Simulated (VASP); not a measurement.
Crystal: LuAs.

```
Lu As
1.0
     0.00000    2.83819    2.83819
     2.83819    0.00000    2.83819
     2.83819    2.83819    0.00000
Lu As
1 1
Direct
  0.50000 0.50000 0.50000
  0.00000 0.00000 0.00000
```

The cell is a database's computed one.

```yaml
Program: VASP 6.6.1
Task: relaxation of cell and atoms
Functional: LDA
Potentials_or_basis: VASP PAW PBE potentials, release 64 (Lu, As)
Cutoff: 600 eV
k_mesh: 12 × 12 × 12
Occupations: gaussian, width 0.1 eV
Spin: no spin polarisation
```

At the start: pressure -4.9 GPa; volume 22.86 Å³/atom.

Question: How do energy, volume and symmetry change on relaxing?

Answer: Over 19 steps the energy falls by 21.7 meV/atom and the volume is 21.53 Å³/atom (-5.8 %); space group Fm-3m (No. 225, to 0.05 Å).

Step by step:
| step | energy change (eV) | largest force (eV/Å) | pressure (GPa) | volume (Å³) |
| --- | --- | --- | --- | --- |
| 1 | 0.0000 | 0.0000 | -4.87 | 45.73 |
| 2 | -0.0210 | 0.0000 | 4.17 | 41.28 |
| 3 | -0.0434 | 0.0000 | 0.04 | 43.05 |
| 4 | -0.0433 | 0.0000 | -0.05 | 43.10 |
| 5 | -0.0433 | 0.0000 | -0.08 | 43.10 |
| 6 | -0.0433 | 0.0000 | -0.05 | 43.10 |
| 7 | -0.0433 | 0.0000 | -0.12 | 43.10 |
| 8 | -0.0433 | 0.0000 | -0.12 | 43.10 |
| 9 | -0.0433 | 0.0000 | -0.11 | 43.10 |
| 10 | -0.0433 | 0.0000 | -0.11 | 43.10 |
| 11 | -0.0433 | 0.0000 | -0.11 | 43.10 |
| 12 | -0.0433 | 0.0000 | -0.11 | 43.10 |
| 13 | -0.0433 | 0.0000 | -0.10 | 43.10 |
| 14 | -0.0433 | 0.0000 | -0.09 | 43.10 |
| 15 | -0.0434 | 0.0000 | -0.06 | 43.10 |
| 16 | -0.0434 | 0.0000 | -0.04 | 43.09 |
| 17 | -0.0434 | 0.0000 | -0.16 | 43.09 |
| 18 | -0.0434 | 0.0000 | -0.09 | 43.07 |
| 19 | -0.0434 | 0.0000 | -0.03 | 43.05 |

Final structure:
```
CELL_PARAMETERS angstrom
0.00000 2.78174 2.78174
2.78174 0.00000 2.78174
2.78174 2.78174 0.00000
ATOMIC_POSITIONS crystal
Lu 0.50000 0.50000 0.50000
As 0.00000 0.00000 0.00000
```

Caveat: the PAW data sets were made with another functional, which shifts forces and pressure a little.
